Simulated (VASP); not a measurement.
OSZICAR of a VASP run on HfB2 (space group Fddd):

OSZICAR:
```
       N       E                     dE             d eps       ncg     rms          rms(c)
DAV:   1     0.105226948796E+03    0.10523E+03   -0.14234E+04  3896   0.124E+03
DAV:   2    -0.382394065309E+02   -0.14347E+03   -0.13716E+03  4536   0.309E+02
DAV:   3    -0.455494285699E+02   -0.73100E+01   -0.68616E+01  4632   0.515E+01
DAV:   4    -0.456981830133E+02   -0.14875E+00   -0.14753E+00  4480   0.763E+00
DAV:   5    -0.457012511265E+02   -0.30681E-02   -0.30661E-02  4504   0.921E-01    0.958E+01
DAV:   6    -0.439172732649E+02    0.17840E+01   -0.62166E+00  4144   0.117E+01    0.616E+01
DAV:   7    -0.438259224610E+02    0.91351E-01   -0.88234E-01  4640   0.560E+00    0.291E+01
DAV:   8    -0.438274071080E+02   -0.14846E-02   -0.40103E-02  4440   0.133E+00    0.298E+00
DAV:   9    -0.438152551786E+02    0.12152E-01   -0.52266E-02  4224   0.116E+00    0.614E-01
DAV:  10    -0.438145910959E+02    0.66408E-03   -0.39408E-03  4456   0.417E-01    0.254E-01
DAV:  11    -0.438146131573E+02   -0.22061E-04   -0.30294E-04  4416   0.104E-01    0.860E-02
DAV:  12    -0.438146103226E+02    0.28346E-05   -0.53867E-06  4648   0.147E-02    0.258E-02
DAV:  13    -0.438146094427E+02    0.87995E-06   -0.36372E-06  3880   0.121E-02
   1 F= -.43814609E+02 E0= -.43679674E+02  d E =-.269871E+00  mag=     0.0000     0.0000     0.0000
```

Problem. Which electronic solver shows in the log?

Solution. It is blocked Davidson (ALGO = Normal, or the opening steps of other solvers). The INCAR had ALGO = Normal.

Problem. How was spin treated?

Solution. With non-collinear spinors: mag has three components.

Problem. Can the final energy be trusted as converged?

Solution. The calculation finished and met its thresholds. It stopped with EDIFF = 1E-6, NELM = 100 (PBE GGA with spin-orbit coupling, plane waves, VASP's PBE PAW potentials (set 64)).

The structure was generated: HfB2 was put into an ordered model structure, which need not be its known phase. The cell was not relaxed at this level. The k-mesh is coarse (spacing up to 0.30 per Å, 2π included), so the numbers may not be converged in it. The run is one of a series of settings (GGA_COMPAT = .FALSE., LNONCOLLINEAR = .TRUE., LSORBIT = .TRUE., MAGMOM = 0.0 0.0 0.0 0.0 0.0 0.0 0.0 0.0 0.0 0.0 0.0 0.0 0.0 0.0 0.0 0.0 0.0 0.0, program vasp_ncl against the base run), some of them coarse on purpose.
